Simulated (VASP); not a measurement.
Output of a VASP run:

**OSZICAR**
```
       N       E                     dE             d eps       ncg     rms          rms(c)
DAV:   1     0.199285534105E+03    0.19929E+03   -0.18187E+04  2858   0.137E+03
DAV:   2    -0.124886632812E+03   -0.32417E+03   -0.31646E+03  3042   0.765E+02
DAV:   3    -0.159250670423E+03   -0.34364E+02   -0.32789E+02  3140   0.186E+02
DAV:   4    -0.162526885688E+03   -0.32762E+01   -0.31751E+01  3400   0.449E+01
DAV:   5    -0.162792195129E+03   -0.26531E+00   -0.25813E+00  3136   0.101E+01    0.509E+01
DAV:   6    -0.158116086528E+03    0.46761E+01   -0.20239E+00  2944   0.169E+01    0.284E+01
DAV:   7    -0.154626566042E+03    0.34895E+01   -0.24651E+00  2792   0.136E+01    0.198E+00
DAV:   8    -0.156569383310E+03   -0.19428E+01   -0.26301E+00  2686   0.878E+00    0.461E+00
DAV:   9    -0.156642453725E+03   -0.73070E-01   -0.19850E-01  2960   0.451E+00    0.126E+00
DAV:  10    -0.156649318947E+03   -0.68652E-02   -0.14532E-01  3072   0.324E+00    0.464E-01
DAV:  11    -0.156692482287E+03   -0.43163E-01   -0.94199E-02  3016   0.199E+00    0.493E-01
DAV:  12    -0.156678088194E+03    0.14394E-01   -0.13958E-02  2984   0.119E+00    0.400E-01
DAV:  13    -0.156692919699E+03   -0.14832E-01   -0.28397E-02  2772   0.109E+00    0.171E-01
DAV:  14    -0.156691510091E+03    0.14096E-02   -0.21834E-03  2976   0.463E-01    0.403E-01
DAV:  15    -0.156693017454E+03   -0.15074E-02   -0.12617E-03  2904   0.248E-01    0.195E-01
DAV:  16    -0.156693447113E+03   -0.42966E-03   -0.32757E-04  3104   0.161E-01    0.148E-01
DAV:  17    -0.156693666164E+03   -0.21905E-03   -0.27442E-04  3080   0.102E-01    0.454E-02
DAV:  18    -0.156693870388E+03   -0.20422E-03   -0.12600E-04  2904   0.897E-02    0.217E-02
DAV:  19    -0.156693909677E+03   -0.39289E-04   -0.72751E-05  2840   0.672E-02    0.489E-03
DAV:  20    -0.156693909195E+03    0.48135E-06   -0.40320E-06  2968   0.255E-02    0.450E-03
DAV:  21    -0.156693908420E+03    0.77536E-06   -0.40635E-07  1744   0.696E-03    0.495E-03
DAV:  22    -0.156693907722E+03    0.69803E-06   -0.11158E-07  1440   0.645E-03    0.435E-03
DAV:  23    -0.156693908937E+03   -0.12146E-05   -0.22095E-06  2866   0.964E-03    0.210E-03
DAV:  24    -0.156693908906E+03    0.30821E-07   -0.41437E-08  1422   0.490E-03
   1 F= -.15669391E+03 E0= -.15669391E+03  d E =0.000000E+00
       N       E                     dE             ncg
       N       E                     dE             ncg
```

OUTCAR:
```
------------------------ aborting loop because EDIFF is reached ----------------------------------------
  FORCE on cell =-STRESS in cart. coord.  units (eV):
  Direction    XX          YY          ZZ          XY          YZ          ZX
  --------------------------------------------------------------------------------------
  Total        0.0073551      0.0073551      0.3773545      0.0000000      0.0000000     -0.0000000
  in kB        0.0673059      0.0673059      3.4531639      0.0000000      0.0000000     -0.0000000
  external PRESSURE =       1.1959252 kB  Pullay stress =       0.0000000 kB
  volume of cell :      175.08
      direct lattice vectors                 reciprocal lattice vectors
     5.306566394  0.000000000  0.000000000     0.188445772  0.108799199  0.000000000
    -2.653283197  4.595622055  0.000000000     0.000000000  0.217598399  0.000000000
     0.000000000  0.000000000  7.179349130     0.000000000  0.000000000  0.139288393
 POSITION                                       TOTAL-FORCE (eV/Angst)
 -----------------------------------------------------------------------------------
      2.65328      0.00000      0.00000         0.000000     -0.000000     -0.000000
      1.32664      2.29781      2.39311         0.000000     -0.000000     -0.000000
     -1.32664      2.29781      4.78624         0.000000     -0.000000      0.000000
     -0.00000      1.22188      0.00000         0.000000      0.043608     -0.000000
      4.24839      0.61094      2.39311        -0.037766      0.021804      0.000000
      1.59510      3.98468      4.78624        -0.037766     -0.021804      0.000000
      2.65328      3.37374      0.00000         0.000000     -0.043608     -0.000000
     -1.59510      3.98468      2.39311         0.037766     -0.021804     -0.000000
      1.05818      0.61094      4.78624         0.037766      0.021804     -0.000000
 -----------------------------------------------------------------------------------
    total drift:                                0.000000     -0.000000     -0.000571
  FREE ENERGIE OF THE ION-ELECTRON SYSTEM (eV)
  ---------------------------------------------------
  free  energy   TOTEN  =      -156.6939089058 eV

  energy  without entropy=     -156.6939089058  energy(sigma->0) =     -156.69390891

 total charge

# of ion       s       p       d       tot
------------------------------------------
    1        0.385   6.824   1.377   8.587
    2        0.385   6.824   1.377   8.587
    3        0.385   6.824   1.377   8.587
    4        0.789   0.844   0.000   1.633
    5        0.789   0.844   0.000   1.633
    6        0.789   0.844   0.000   1.633
    7        0.789   0.844   0.000   1.633
    8        0.789   0.844   0.000   1.633
    9        0.789   0.844   0.000   1.633
--------------------------------------------------
tot          5.891  25.538   4.132  35.561
```
(Selected blocks of OUTCAR.)

File POSCAR:
```
ErSi2
1
    5.3065663942     0.0000000000     0.0000000000
   -2.6532831971     4.5956220547     0.0000000000
    0.0000000000     0.0000000000     7.1793491300
Er Si
3 6
Direct
  0.5000000000   0.0000000000   0.0000000000
  0.5000000000   0.5000000000   0.3333330000
  0.0000000000   0.5000000000   0.6666670000
  0.1329396006   0.2658792012   0.0000000000
  0.8670603995   0.1329396006   0.3333330000
  0.7341207988   0.8670603994   0.6666670000
  0.8670603994   0.7341207988   0.0000000000
  0.1329396005   0.8670603994   0.3333330000
  0.2658792012   0.1329396006   0.6666670000
```

### Question
Reconstruct the remaining input files.

### Answer
This is not unique; one that fits is the input of the run itself, r2SCAN meta-GGA, plane waves, VASP's PBE PAW potentials (set 64).

File KPOINTS:
```
Automatic mesh
0
Gamma
8 8 5
0 0 0
```

File KPOINTS_OPT:
```
k-points along high-symmetry lines
6
Line-mode
Reciprocal
  0.000000   0.000000   0.000000 ! GAMMA
  0.500000   0.000000   0.000000 ! M

  0.500000   0.000000   0.000000 ! M
  0.333333   0.333333   0.000000 ! K

  0.333333   0.333333   0.000000 ! K
  0.000000   0.000000   0.000000 ! GAMMA

  0.000000   0.000000   0.000000 ! GAMMA
  0.000000   0.000000   0.500000 ! A

  0.000000   0.000000   0.500000 ! A
  0.500000   0.000000   0.500000 ! L

  0.500000   0.000000   0.500000 ! L
  0.333333   0.333333   0.500000 ! H

  0.333333   0.333333   0.500000 ! H
  0.000000   0.000000   0.500000 ! A

  0.500000   0.000000   0.500000 ! L
  0.500000   0.000000   0.000000 ! M

  0.333333   0.333333   0.500000 ! H
  0.333333   0.333333   0.000000 ! K
```

### INCAR
```
ALGO = Normal
EDIFF = 1E-7
ENCUT = 400
ISIF = 2
ISMEAR = -5
LASPH = T
LCHARG = F
LEFG = T
LMAXMIX = 6
LMIXTAU = T
LORBIT = 11
LREAL = F
LWAVE = F
METAGGA = R2SCAN
NEDOS = 601
NELM = 100
PREC = Accurate
SYSTEM = ErSi2
```

POTCAR, in this order: Er_3 Si (PBE.64 set). Program: vasp_std.

The 4f electrons are frozen in the core of the lanthanide potential, so 4f levels, which can set the real gap, and their magnetism are missing. For a metal the tetrahedron method with Blöchl corrections gives inexact stress and forces.

The structure was generated: ErSi2 was put into the CrSi2 type (P6_222), which need not be its known phase. It was relaxed first. The electron count is odd and the run is not spin-polarised, which forces a metal.
